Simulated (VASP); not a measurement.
OSZICAR of a VASP run on TiAl (L1_0):

**OSZICAR**
```
       N       E                     dE             d eps       ncg     rms          rms(c)
DAV:   1     0.890948078032E+02    0.89095E+02   -0.73641E+03  3080   0.136E+03
DAV:   2    -0.909537740113E+01   -0.98190E+02   -0.95562E+02  3098   0.334E+02
DAV:   3    -0.148921003356E+02   -0.57967E+01   -0.55409E+01  4834   0.782E+01
DAV:   4    -0.150941976072E+02   -0.20210E+00   -0.20079E+00  3736   0.128E+01
DAV:   5    -0.151041580125E+02   -0.99604E-02   -0.99554E-02  4578   0.255E+00    0.100E+01
DAV:   6    -0.137497915018E+02    0.13544E+01   -0.11485E+01  3807   0.376E+01    0.336E+00
DAV:   7    -0.136025490327E+02    0.14724E+00   -0.10770E+00  3532   0.114E+01    0.203E+00
DAV:   8    -0.135845904094E+02    0.17959E-01   -0.13752E-01  3469   0.396E+00    0.484E-01
DAV:   9    -0.135833683651E+02    0.12220E-02   -0.26782E-02  3747   0.222E+00    0.244E-01
DAV:  10    -0.135833814897E+02   -0.13125E-04   -0.19211E-03  3796   0.468E-01    0.609E-02
DAV:  11    -0.135833811585E+02    0.33117E-06   -0.43139E-04  4037   0.240E-01    0.417E-02
DAV:  12    -0.135833815636E+02   -0.40513E-06   -0.30499E-05  3561   0.650E-02    0.127E-02
DAV:  13    -0.135833805501E+02    0.10136E-05   -0.10426E-06  2429   0.131E-02    0.637E-03
DAV:  14    -0.135833804156E+02    0.13449E-06   -0.74547E-07  1775   0.112E-02
   1 F= -.13583380E+02 E0= -.13583080E+02  d E =-.135834E+02
       N       E                     dE             d eps       ncg     rms          rms(c)
DAV:   1    -0.135881823700E+02   -0.48018E-02   -0.91645E-02  3600   0.481E+00    0.607E-01
DAV:   2    -0.135842222278E+02    0.39601E-02   -0.41656E-02  3780   0.251E+00    0.171E-01
DAV:   3    -0.135833219615E+02    0.90027E-03   -0.52977E-03  3617   0.727E-01    0.504E-02
DAV:   4    -0.135833478436E+02   -0.25882E-04   -0.57762E-04  3657   0.195E-01    0.311E-02
DAV:   5    -0.135834183067E+02   -0.70463E-04   -0.12744E-04  4591   0.779E-02    0.185E-02
DAV:   6    -0.135834352672E+02   -0.16961E-04   -0.50656E-05  4636   0.440E-02    0.612E-03
DAV:   7    -0.135834365026E+02   -0.12354E-05   -0.38243E-06  3398   0.157E-02    0.948E-04
DAV:   8    -0.135834364895E+02    0.13152E-07   -0.25760E-07  1585   0.625E-03
   2 F= -.13583436E+02 E0= -.13583139E+02  d E =-.560739E-04
       N       E                     dE             d eps       ncg     rms          rms(c)
DAV:   1    -0.135841917460E+02   -0.75524E-03   -0.13960E-02  3597   0.187E+00    0.235E-01
DAV:   2    -0.135835839793E+02    0.60777E-03   -0.61503E-03  3763   0.966E-01    0.655E-02
DAV:   3    -0.135834553767E+02    0.12860E-03   -0.77171E-04  3602   0.277E-01    0.201E-02
DAV:   4    -0.135834589622E+02   -0.35855E-05   -0.89847E-05  3631   0.787E-02    0.124E-02
DAV:   5    -0.135834694541E+02   -0.10492E-04   -0.18794E-05  4506   0.291E-02    0.670E-03
DAV:   6    -0.135834721228E+02   -0.26687E-05   -0.72211E-06  4094   0.157E-02    0.240E-03
DAV:   7    -0.135834723036E+02   -0.18076E-06   -0.43707E-07  1661   0.573E-03
   3 F= -.13583472E+02 E0= -.13583174E+02  d E =-.918880E-04
```

**Question.** Which electronic solver shows in the log?

**Answer.** It is blocked Davidson (ALGO = Normal, or the opening steps of other solvers). The INCAR had ALGO = Normal.

**Question.** Can the final energy be trusted as converged?

**Answer.** The run converged. It stopped with EDIFF = 1E-6, NELM = 100, NSW = 40 and EDIFFG = -0.02 after 3 ionic steps (LDA (Ceperley-Alder, Perdew-Zunger), plane waves, VASP's LDA PAW potentials (set 64)).

The compound is TiAl in the L1_0 structure. This run relaxes it. Symmetry was kept, so distortions that lower it aren't found. The electron count is odd and the run is not spin-polarised, which forces a metal.
